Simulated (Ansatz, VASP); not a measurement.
# Cross-check of In2SeS (In2SSe monolayer) between VASP and Ansatz, part 2 of 2

Wanted: the spread between two codes on one cell, functional and k mesh. The cell is taken from a series of runs on this material, whose earlier steps may have relaxed, scaled, displaced or heated it; both programs get it as it stands.

VASP 6.6.1 and Ansatz 0.2.0.

So far: Set-up; Ansatz: single point, r2SCAN with D4.

## (3) VASP: single point, r2SCAN with D4

Level of this step: r2SCAN with D4; plane waves and PAW (Se, In_d, S) (VASP).

The same cell, functional, mesh and smearing now go to VASP, with its own data sets.

Lines of VASP's logs that name or quote its potential files are left out, and so is its time.

File INCAR:

```
SYSTEM = In2SeS
PREC = Accurate
ENCUT = 440
EDIFF = 1E-06
NELM = 120
ISMEAR = -1
SIGMA = 0.05
LREAL = .FALSE.
ALGO = Normal
METAGGA = R2SCAN
IVDW = 13
VDW_S6 = 1
VDW_S8 = 0.6018749
VDW_A1 = 0.51559235
VDW_A2 = 5.77342911
LASPH = .TRUE.
NBANDS = 25
LORBIT = 11
LWAVE = .FALSE.
LCHARG = .FALSE.
ISIF = 2
LDIPOL = .TRUE.
IDIPOL = 3
DIPOL = 0.5 0.5 0.502
LVHAR = .TRUE.
GGA_COMPAT = .FALSE.
EFERMI = MIDGAP
NELMDL = -8
LMIXTAU = .TRUE.
KPAR = 2
```

File POSCAR:

```
In2SeS
1.0
    3.9441026056      0.0000000000      0.0000000000
   -1.9720513028      3.4156930516      0.0000000000
    0.0000000000      0.0000000000     23.2291240605
Se In S
1 2 1
Direct
    0.3333333333      0.6666666667      0.3874446568
    1.0000000000      0.0000000000      0.4438385195
    1.0000000000      0.0000000000      0.5639771218
    0.3333333333      0.6666666667      0.6125553432
```

File KPOINTS:

```
Automatic mesh
0
Gamma
12 12 1
0 0 0
```

Potentials, in the order of the species: Se, In_d and S (PBE family, release 64).

Command:

```sh
mpirun -np 2 vasp_std
```

Numbers of over 12 decimals in the logs are rounded to 6 here.

Output:

```text
[banner, memory and clock lines left out]
running    2 mpi-ranks, on    1 nodes
 distrk:  each k-point on    1 cores,    2 groups
 distr:  one band on    1 cores,    1 groups

 POSCAR found type information on POSCAR SeInS
 POSCAR found :  3 types and       4 ions
|                                                                             |
|               ----> ADVICE to this user running VASP <----                  |
|                                                                             |
|     You enforced a specific xc type in the INCAR file but a different       |
|     [... a line on the potential file left out ...]
|     I HOPE YOU KNOW WHAT YOU ARE DOING!                                     |
|                                                                             |

 LDA part: xc-table for (None), standard interpolation
 POSCAR, INCAR and KPOINTS ok, starting setup
 FFT: planning ... GRIDC
 FFT: planning ... GRID_SOFT
 FFT: planning ... GRID
 WAVECAR not read
 entering main loop
       N       E                     dE             d eps       ncg     rms          rms(c)
DAV:   1     0.244593488485E+03    0.24459E+03   -0.15131E+04  1046   0.113E+03
DAV:   2    -0.434391200561E+02   -0.28803E+03   -0.28347E+03  1099   0.305E+02
DAV:   3    -0.768824640283E+02   -0.33443E+02   -0.33247E+02  1304   0.131E+02
DAV:   4    -0.777939429837E+02   -0.91148E+00   -0.91037E+00  1153   0.278E+01
DAV:   5    -0.778368229572E+02   -0.42880E-01   -0.42877E-01  1668   0.483E+00
DAV:   6    -0.778375302834E+02   -0.70733E-03   -0.70732E-03  1475   0.537E-01
DAV:   7    -0.778375468175E+02   -0.16534E-04   -0.16534E-04  1572   0.818E-02
DAV:   8    -0.778375475455E+02   -0.72804E-06   -0.72822E-06  1243   0.169E-02    0.978E+00
DAV:   9    -0.743884450635E+02    0.34491E+01   -0.33707E+00  1279   0.383E+01    0.595E+00
DAV:  10    -0.713540068663E+02    0.30344E+01   -0.79395E-01  1022   0.927E+00    0.226E+00
DAV:  11    -0.740500288249E+02   -0.26960E+01   -0.58177E-01  1134   0.819E+00    0.103E+00
DAV:  12    -0.724858004972E+02    0.15642E+01   -0.12360E-01  1205   0.391E+00    0.663E-01
DAV:  13    -0.722786895703E+02    0.20711E+00   -0.32162E-02  1251   0.124E+00    0.364E-01
DAV:  14    -0.721818057102E+02    0.96884E-01   -0.15110E-02  1234   0.141E+00    0.308E-01
[...]
DAV:  90    -0.701512920014E+02    0.20847E-02   -0.46600E-04  1224   0.179E-01    0.788E-02
DAV:  91    -0.701506635273E+02    0.62847E-03   -0.59766E-05  1052   0.674E-02    0.773E-02
DAV:  92    -0.701504160361E+02    0.24749E-03   -0.14835E-04   952   0.102E-01    0.748E-02
DAV:  93    -0.701504700226E+02   -0.53986E-04   -0.69575E-05   955   0.755E-02    0.722E-02
DAV:  94    -0.701523489556E+02   -0.18789E-02   -0.77598E-04   951   0.221E-01    0.673E-02
DAV:  95    -0.701519848080E+02    0.36415E-03   -0.24099E-05  1092   0.419E-02    0.692E-02
DAV:  96    -0.701527776103E+02   -0.79280E-03   -0.38356E-05   935   0.538E-02    0.685E-02
DAV:  97    -0.701527777631E+02   -0.15281E-06   -0.68348E-07   940   0.866E-03
   1 F= -.70458016E+02 E0= -.70458016E+02  d E =-.112362E-09
```

Parts of OUTCAR (step 3):

```text
ion  position               nearest neighbor table
   1  0.333  0.667  0.387-   2 2.63   2 2.63   2 2.63
   2  0.000  0.000  0.444-   1 2.63   1 2.63   1 2.63   3 2.79
   3  0.000  0.000  0.564-   4 2.54   4 2.54   4 2.54   2 2.79
   4  0.333  0.667  0.613-   3 2.54   3 2.54   3 2.54

  LATTYP: Found a hexagonal cell.
 ALAT       =     3.9441026056
 C/A-ratio  =     5.8895841167

 Subroutine GETGRP returns: Found  6 space group operations
 (whereof  6 operations were pure point group operations)

The static configuration has the point symmetry C_3v.

 Found     19 irreducible k-points:

   k-points           NKPTS =     19   k-points in BZ     NKDIM =     19   number of bands    NBANDS=     25

   dimension x,y,z NGX =    28 NGY =   28 NGZ =  160
   dimension x,y,z NGXF=    56 NGYF=   56 NGZF=  320

   ENCUT  =  440.0 eV  32.34 Ry    5.69 a.u.   6.75  6.75 39.73*2*pi/ulx,y,z

   NELECT =      38.0000    total number of electrons

 k-points in reciprocal lattice and weights: Automatic mesh
   0.00000000  0.00000000  0.00000000       0.007
   0.08333333  0.00000000  0.00000000       0.042
   0.16666667  0.00000000  0.00000000       0.042
   0.25000000  0.00000000  0.00000000       0.042
   0.33333333  0.00000000  0.00000000       0.042
   0.41666667 -0.00000000  0.00000000       0.042
   0.50000000  0.00000000  0.00000000       0.021
   0.08333333  0.08333333  0.00000000       0.042
   0.16666667  0.08333333  0.00000000       0.083
[...]
0.33333333  0.25000000  0.00000000       0.083
   0.33333333  0.33333333  0.00000000       0.014

 dipolmoment           0.000000      0.000000      0.011271 electrons x Angstroem

 average (electrostatic) potential at core
       1 -64.4458       2-108.7649       3-108.8880       4 -96.5035

 E-fermi :  -1.8405

 k-point     1 :       0.0000    0.0000    0.0000
  band No.  band energies     occupation
    ...
     15      -4.0155      2.00000
     16      -4.0155      2.00000
     17      -3.2360      2.00000
     18      -3.2360      2.00000
     19      -3.0462      2.00000
     20      -0.8541      0.00000
     21       0.6131      0.00000
     22       2.7163      0.00000
     23       2.7163      0.00000
     24       3.2637      0.00000
    ...

 k-point     2 :       0.0833    0.0000    0.0000
  band No.  band energies     occupation
    ...
     15      -4.3526      2.00000
     16      -4.0915      2.00000
     17      -3.6658      2.00000
     18      -3.3253      2.00000
     19      -2.9972      2.00000
     20      -0.5231      0.00000
     21       0.9784      0.00000
     22       2.3001      0.00000
     23       2.7906      0.00000
     24       3.3325      0.00000
    ...

 k-point     3 :       0.1667    0.0000    0.0000
  band No.  band energies     occupation
    ...
     15      -4.9772      2.00000
     16      -4.4334      2.00000
     17      -4.2888      2.00000
     18      -3.5531      2.00000
     19      -2.9660      2.00000
     20       0.0340      0.00000
     21       1.1585      0.00000
     22       2.0840      0.00000
     23       2.9378      0.00000
     24       3.0114      0.00000
    ...

  DFT-D4 for vdW energy calculation

  Edisp (eV):   -0.30524

  Total       0.30051     0.30051     0.28326    -0.00000    -0.00000     0.00000
  in kB       1.53853     1.53853     1.45022    -0.00000    -0.00000     0.00000
  external pressure =        1.51 kB  Pullay stress =        0.00 kB

  energy-cutoff  :      440.00
  volume of cell :      312.94
      direct lattice vectors                 reciprocal lattice vectors
     3.944102606  0.000000000  0.000000000     0.253543100  0.146383177  0.000000000
    -1.972051303  3.415693052  0.000000000     0.000000000  0.292766354  0.000000000
     0.000000000  0.000000000 23.229124060     0.000000000  0.000000000  0.043049406

 POSITION                                       TOTAL-FORCE (eV/Angst)
 -----------------------------------------------------------------------------------
     -0.00000      2.27713      9.00000         0.000000     -0.000000     -0.044146
      0.00000      0.00000     10.30998         0.000000     -0.000000     -0.004634
      0.00000      0.00000     13.10069        -0.000000      0.000000      0.005895
     -0.00000      2.27713     14.22912        -0.000000     -0.000000      0.042885
 -----------------------------------------------------------------------------------
    total drift:                                0.000000      0.000000      0.005090

  FREE ENERGIE OF THE ION-ELECTRON SYSTEM (eV)
  ---------------------------------------------------
  free  energy   TOTEN  =       -70.4580158346 eV

  energy  without entropy=      -70.4580158345  energy(sigma->0) =      -70.45801583

 vacuum level on the upper side and lower side of the slab         3.572         3.421

 total charge
# of ion       s       p       d       tot
------------------------------------------
    1        1.466   2.399   0.024   3.889
    2        0.847   0.720   9.887  11.454
    3        0.828   0.694   9.898  11.420
    4        1.335   2.378   0.000   3.713
--------------------------------------------------
tot          4.476   6.192  19.809  30.476

[... 3 further parts left out ...]
```

## (4) Side by side

Known differences besides the potentials themselves: VASP keeps PBE cores, Ansatz makes them for the functional; the data sets hold 48 valence electrons in Ansatz (on its default PAW (the set named soft_2) files) and 38 in VASP; the cutoff is 500 eV in Ansatz and 440 eV in VASP. Total energies have different zeros and are not compared.

The two programs side by side:

```csv
quantity,Ansatz,VASP,difference
gap on the k mesh (eV),2.115,2.112,+0.003
```

A gap on the mesh is an upper bound, since the band edges may lie between its points. VASP's last cycles still show a density residual of 7e-03, so its state may not be settled. With vacuum in the cell, a pressure given here is an average over mostly empty space and none of the material.

## (5) What came out

| Property | Result |
| --- | --- |
| difference in gap on the k mesh (single point, r2SCAN with D4) | 0.0026 eV |

In words: The difference in gap on the k mesh is 0.0026 eV (single point, r2SCAN with D4), within the 0.08 eV picked in this series as the mark of a large difference. The data sets hold unlike numbers of valence electrons (48 in Ansatz and 38 in VASP), so part of the differences comes from the potentials. How closely two codes agree says nothing of how well the functional describes the real material.

[Lines on the potential files, build, host, timing and source positions are cut from VASP's logs without a mark.]

[Logs are printed without paths, hosts, clocks, repeated set-up lines and the standing remarks that a program may print on its own settings, such as how far it seeks lower states.]

[Hosts, paths, dates, database ids (printed as entryN), source tags and the programs' standing remarks are cut or masked in the printed files.]
